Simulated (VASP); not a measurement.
Level of theory: revPBE GGA, VASP's PBE PAW potentials (set 64) (plane waves; VASP).

Input for VASP

**KPOINTS**
```
Automatic
0
Gamma
 3 3 3
0 0 0
```

### INCAR
```
# general
SYSTEM  = In2O3
PREC    = Accurate
ENCUT   = 400
LREAL   = Auto
LASPH   = .TRUE.

# electronic loop
EDIFF   = 1E-6
NELM    = 100
ALGO    = Normal
LMAXMIX = 4

# smearing
ISMEAR  = -1
SIGMA   = 0.1

# functional
GGA     = RE

# ions
IBRION  = 2
NSW     = 50
ISIF    = 3
EDIFFG  = -0.01

# output
LWAVE   = .FALSE.
LCHARG  = .FALSE.
```

File POSCAR:
```
In2O3
1.0
 -5.1262840000   5.1262840000   5.1262840000
  5.1262840000  -5.1262840000   5.1262840000
  5.1262840000   5.1262840000  -5.1262840000
In O
16 24
Cartesian
  2.5631420000   2.5631420000   2.5631420000
 -2.5631420000   2.5631420000   2.5631420000
  2.5631420000   2.5631420000  -2.5631420000
  2.5631420000  -2.5631420000   2.5631420000
  4.7828229720   0.0000000000   2.5631420000
  0.3434610280   0.0000000000   7.6894260000
  2.5631420000   4.7828229720  -0.0000000000
  7.6894260000   0.3434610280  -0.0000000000
  0.0000000000   2.5631420000   4.7828229720
  0.0000000000   7.6894260000   0.3434610280
  0.3434610280   5.1262840000   2.5631420000
  4.7828229720   5.1262840000  -2.5631420000
  2.5631420000   0.3434610280   5.1262840000
 -2.5631420000   4.7828229720   5.1262840000
  5.1262840000   2.5631420000   0.3434610280
  5.1262840000  -2.5631420000   4.7828229720
  4.0036278040   1.5676176472   3.9287840576
  6.2489401960   3.5586663528   3.9287840576
  1.1226561960   1.5676176472   6.3237839424
 -1.1226561960   3.5586663528   6.3237839424
  3.9287840576   4.0036278040   1.5676176472
  3.9287840576   6.2489401960   3.5586663528
  6.3237839424   1.1226561960   1.5676176472
  6.3237839424  -1.1226561960   3.5586663528
  1.5676176472   3.9287840576   4.0036278040
  3.5586663528   3.9287840576   6.2489401960
  1.5676176472   6.3237839424   1.1226561960
  3.5586663528   6.3237839424  -1.1226561960
  1.1226561960   3.5586663528   1.1974999424
 -1.1226561960   1.5676176472   1.1974999424
  4.0036278040   3.5586663528  -1.1974999424
  6.2489401960   1.5676176472  -1.1974999424
  1.1974999424   1.1226561960   3.5586663528
  1.1974999424  -1.1226561960   1.5676176472
 -1.1974999424   4.0036278040   3.5586663528
 -1.1974999424   6.2489401960   1.5676176472
  3.5586663528   1.1974999424   1.1226561960
  1.5676176472   1.1974999424  -1.1226561960
  3.5586663528  -1.1974999424   4.0036278040
  1.5676176472  -1.1974999424   6.2489401960
```

POTCAR, in this order: In_d O (PBE.64 set). Program: vasp_std.

At this cut-off the stress carries a Pulay error, which pulls relaxed volumes low. Unless said otherwise, spin-orbit coupling is left out, though it shifts the bands of the heavy elements here.

Q: Predict the energy per atom (σ→0), volume per atom, band gap (on the k-mesh).

A: 
| Property | Result |
|---|---|
| energy per atom (σ→0) | -5.245 eV/atom |
| band gap (on the k-mesh) | 1.06 eV |
| volume per atom | 13.51 Å³/atom |

File OSZICAR:
```
...
   8 F= -.20982112E+03 E0= -.20981900E+03  d E =-.502644E-03
       N       E                     dE             d eps       ncg     rms          rms(c)
DAV:   1    -0.209820986676E+03    0.13182E-03   -0.78067E-02  2010   0.600E-01    0.751E-02
DAV:   2    -0.209821183113E+03   -0.19644E-03   -0.20682E-03  2584   0.165E-01    0.282E-02
DAV:   3    -0.209821173755E+03    0.93578E-05   -0.36112E-05  2400   0.388E-02    0.228E-02
DAV:   4    -0.209821170486E+03    0.32691E-05   -0.70014E-06  1600   0.187E-02    0.128E-02
DAV:   5    -0.209821170387E+03    0.98174E-07   -0.60961E-06  1528   0.126E-02
   9 F= -.20982117E+03 E0= -.20981906E+03  d E =-.553672E-03
```

The structure was generated: In2O3 was put into an ordered model structure, a phase also known from measurement. This run relaxes it. Symmetry was kept, so distortions that lower it aren't found. The run is one of a series of settings (EDIFFG = -0.01, IBRION = 2, ISIF = 3, NSW = 50 against the base run), some of them coarse on purpose.
